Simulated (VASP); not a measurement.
Given:

```yaml
crystal:
  lattice:
    - [0.00000, 1.90000, 1.93800]
    - [1.93800, 0.00000, 1.93800]
    - [1.93800, 1.90000, 0.00000]
  atoms:
    - { symbol: Rh, position: [0.00000, 0.00000, 0.00000] }
```

Calculation: r2SCAN meta-GGA, VASP's PBE PAW potentials (set 64) (plane waves; VASP 6.6.1). Run with 480 eV cut-off, 16×16×16 Γ-centred mesh, first-order Methfessel-Paxton smearing of 0.10 eV, potentials Rh_pv.

### Question
Give the stress tensor in GPa (positive for a compressed cell).

### Answer

```
-10.44    0.00    0.00
  0.00   -6.18    0.00
  0.00    0.00  -10.44
```
The pressure is its mean diagonal, -9.02 GPa.

The compound is Rh in the fcc structure. This cell was strained or had an atom moved on purpose.
